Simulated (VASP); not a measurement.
Computed with PBE GGA with D3 dispersion (Becke-Johnson damping), VASP's PBE PAW potentials (set 64) (plane waves; VASP).

The input files of a VASP run:

### POSCAR
```
SrTiO3
1
    3.9147366625    -0.0000000000     0.0000000000
   -0.0000000000     3.9147366625     0.0000000000
   -0.0000000000    -0.0000000000     3.9147366625
Sr Ti O
1 1 3
Direct
  0.5000000000   0.5000000000   0.5000000000
  0.0000000000   0.0000000000   0.0000000000
  0.5000000000   0.0000000000   0.0000000000
  0.0000000000   0.5000000000   0.0000000000
  0.0000000000   0.0000000000   0.5000000000
```

KPOINTS:
```
Automatic mesh
0
Gamma
6 6 6
0 0 0
```

**INCAR**
```
ISMEAR = -5
LWAVE = .False.
GGA = PE   ! PBE
ISIF = 2   ! forces and stress, cell fixed
NELM = 100
ENCUT = 520
SYSTEM = SrTiO3
NEDOS = 601
PREC = Accurate
LCHARG = .True.
IVDW = 12   ! D3, Becke-Johnson
EDIFF = 1E-7
LASPH = .True.   ! aspherical one-centre terms
LORBIT = 11   ! lm-projected
ALGO = Normal
LMAXMIX = 4   ! l cut-off of mixed one-centre charges
LREAL = .False.   ! projection in real space or not
```

POTCAR, in this order: Sr_sv Ti_sv O (PBE.64 set). Program: vasp_std.

Output of the run:

File OSZICAR:
```
       N       E                     dE             d eps       ncg     rms          rms(c)
DAV:   1     0.439978087597E+03    0.43998E+03   -0.21423E+04   960   0.182E+03
DAV:   2    -0.124786379019E+02   -0.45246E+03   -0.44468E+03  1216   0.490E+02
DAV:   3    -0.483555021926E+02   -0.35877E+02   -0.35844E+02  1152   0.145E+02
DAV:   4    -0.503623452703E+02   -0.20068E+01   -0.20060E+01  1592   0.289E+01
DAV:   5    -0.504079430357E+02   -0.45598E-01   -0.45595E-01  1296   0.354E+00    0.270E+01
DAV:   6    -0.401318713310E+02    0.10276E+02   -0.67400E+01  1440   0.750E+01    0.161E+01
DAV:   7    -0.401532317376E+02   -0.21360E-01   -0.89324E+00  1176   0.234E+01    0.106E+01
DAV:   8    -0.401956417295E+02   -0.42410E-01   -0.21392E+00  1216   0.156E+01    0.313E+00
DAV:   9    -0.400919868438E+02    0.10365E+00   -0.55698E-01  1160   0.738E+00    0.938E-01
DAV:  10    -0.400967434567E+02   -0.47566E-02   -0.12147E-01  1296   0.253E+00    0.809E-01
DAV:  11    -0.400885696674E+02    0.81738E-02   -0.65919E-02  1440   0.209E+00    0.173E-01
DAV:  12    -0.400883968453E+02    0.17282E-03   -0.24455E-03  1144   0.543E-01    0.767E-02
DAV:  13    -0.400883893863E+02    0.74590E-05   -0.31362E-04  1456   0.179E-01    0.416E-02
DAV:  14    -0.400883933253E+02   -0.39389E-05   -0.70318E-05  1184   0.621E-02    0.145E-02
DAV:  15    -0.400883923133E+02    0.10120E-05   -0.20536E-05  1360   0.487E-02    0.734E-03
DAV:  16    -0.400883926116E+02   -0.29837E-06   -0.33283E-06  1280   0.186E-02    0.390E-03
DAV:  17    -0.400883924256E+02    0.18606E-06   -0.47498E-07  1056   0.880E-03    0.108E-03
DAV:  18    -0.400883923391E+02    0.86497E-07   -0.87556E-08   544   0.271E-03
   1 F= -.41405760E+02 E0= -.41405760E+02  d E =0.000000E+00
```

**OUTCAR**
```
------------------------ aborting loop because EDIFF is reached ----------------------------------------
 Edisp (eV)   -1.31737
  FORCE on cell =-STRESS in cart. coord.  units (eV):
  Direction    XX          YY          ZZ          XY          YZ          ZX
  --------------------------------------------------------------------------------------
  Total      -0.00812    -0.00812    -0.00812     0.00000    -0.00000     0.00000
  in kB      -0.21675    -0.21675    -0.21675     0.00000    -0.00000     0.00000
  external pressure =       -0.22 kB  Pullay stress =        0.00 kB
  volume of cell :       59.99
      direct lattice vectors                 reciprocal lattice vectors
     3.914736663  0.000000000  0.000000000     0.255445024  0.000000000  0.000000000
     0.000000000  3.914736663  0.000000000     0.000000000  0.255445024  0.000000000
     0.000000000  0.000000000  3.914736663     0.000000000  0.000000000  0.255445024
 POSITION                                       TOTAL-FORCE (eV/Angst)
 -----------------------------------------------------------------------------------
      1.95737      1.95737      1.95737         0.000000      0.000000      0.000000
      0.00000      0.00000      0.00000         0.000000      0.000000      0.000000
      1.95737      0.00000      0.00000         0.000000      0.000000      0.000000
      0.00000      1.95737      0.00000         0.000000      0.000000      0.000000
      0.00000      0.00000      1.95737         0.000000      0.000000      0.000000
 -----------------------------------------------------------------------------------
    total drift:                               -0.000000     -0.000000      0.000000
  FREE ENERGIE OF THE ION-ELECTRON SYSTEM (eV)
  ---------------------------------------------------
  free  energy   TOTEN  =       -41.4057599425 eV

  energy  without entropy=      -41.4057599425  energy(sigma->0) =      -41.40575994

 total charge

# of ion       s       p       d       tot
------------------------------------------
    1        1.998   5.795   0.199   7.992
    2        2.229   6.315   1.752  10.296
    3        1.564   3.490   0.000   5.054
    4        1.564   3.490   0.000   5.054
    5        1.564   3.490   0.000   5.054
--------------------------------------------------
tot          8.920  22.579   1.951  33.449
```
(Selected blocks of OUTCAR.)

OUTCAR:
```
 val. band max:        4.1044584962   @ k =   0.5000   0.5000   0.5000

 cond. band min:       5.9457119299   @ k =   0.0000   0.0000   0.0000


 Fermi energy:         4.1710936509

 k-point     1 :       0.0000    0.0000    0.0000
  band No.  band energies     occupation
      1     -52.3920      2.00000
      2     -28.7085      2.00000
      3     -28.6334      2.00000
      4     -28.6334      2.00000
      5     -28.6334      2.00000
      6     -13.2967      2.00000
      7     -12.3191      2.00000
      8     -12.3191      2.00000
      9     -10.6979      2.00000
     10     -10.6979      2.00000
     11     -10.6979      2.00000
     12       1.2870      2.00000
     13       1.2870      2.00000
     14       1.2870      2.00000
     15       2.9473      2.00000
     16       2.9473      2.00000
     17       2.9473      2.00000
     18       3.7446      2.00000
     19       3.7446      2.00000
     20       3.7446      2.00000
     21       5.9457      0.00000
     22       5.9457      0.00000
     23       5.9457      0.00000
     24       8.3562      0.00000

 k-point     2 :       0.1667    0.0000    0.0000
  band No.  band energies     occupation
      1     -52.3917      2.00000
      2     -28.7377      2.00000
      3     -28.6327      2.00000
      4     -28.6327      2.00000
      5     -28.6157      2.00000
      6     -13.3149      2.00000
      7     -12.3164      2.00000
      8     -12.3097      2.00000
      9     -10.6866      2.00000
     10     -10.6866      2.00000
     11     -10.5245      2.00000
     12       0.9387      2.00000
     13       1.2710      2.00000
     14       1.2710      2.00000
     15       2.6104      2.00000
     16       2.6104      2.00000
     17       2.7186      2.00000
     18       2.9955      2.00000
     19       3.5975      2.00000
     20       3.5975      2.00000
     21       5.9858      0.00000
     22       6.5122      0.00000
     23       6.5122      0.00000
     24       8.3612      0.00000
...
```

The structure comes from a measured SrTiO3 entry (Pm-3m) of the Crystallography Open Database, whose conditions weren't checked. It was relaxed first.
